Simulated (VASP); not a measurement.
The input files of a VASP run:

**INCAR**
```
SYSTEM = Zr
PREC = Accurate
ENCUT = 400
EDIFF = 1E-6
NELM = 100
ALGO = Normal
LREAL = .FALSE.
LASPH = .TRUE.
ISMEAR = 1
SIGMA = 0.1
GGA = PE
LMAXMIX = 4
LWAVE = .FALSE.
LCHARG = .FALSE.
ISIF = 2
```

### POSCAR
```
Zr
1.0
  1.6520830000  -2.7927280000   0.0000000000
  1.6520830000   2.7927280000   0.0000000000
  0.0000000000   0.0000000000   5.0252640000
Zr
2
Cart
  1.6520830000   0.9309111952   1.2563160000
  1.6816585899  -0.9309111952   3.7689480000
```

**KPOINTS**
```
Automatic mesh
0
Gamma
12 12 7
0 0 0
```

POTCAR, in this order: Zr_sv (PBE.64 set). Program: vasp_std.

Problem. Translate this PBE calculation to Ansatz.

Solution. One equivalent input (not run):
Ansatz 0.2 input:
```yaml
crystal:
  lattice:
    - [1.6520830, -2.7927280, 0.0000000]
    - [1.6520830, 2.7927280, 0.0000000]
    - [0.0000000, 0.0000000, 5.0252640]
  atoms:
    - { symbol: Zr, position: [0.3333330, 0.6666670, 0.2500000] }
    - { symbol: Zr, position: [0.6756180, 0.3422840, 0.7500000] }
kpoints:
  mp_grid: { grid: [12, 12, 7] }
hamiltonian:
  xc: pbe
  pseudopotentials: { kind: paw }
scf:
  occupations: { method: methfessel_paxton, width: 0.1 }
  max_iter: 100
output: { forces: true, stress: true, eigenvalues: true }
```
What does not carry over: each code has its own PAW files, so the cut-off isn't converted (ENCUT is set for VASP's; basis.ecutwfc is left out, and Ansatz then takes the one that its files recommend); Ansatz stops its SCF on the density residual and VASP on the energy change (EDIFF).

The compound is Zr in the hcp structure. The cell was not relaxed at this level, atoms are displaced from their ideal sites.
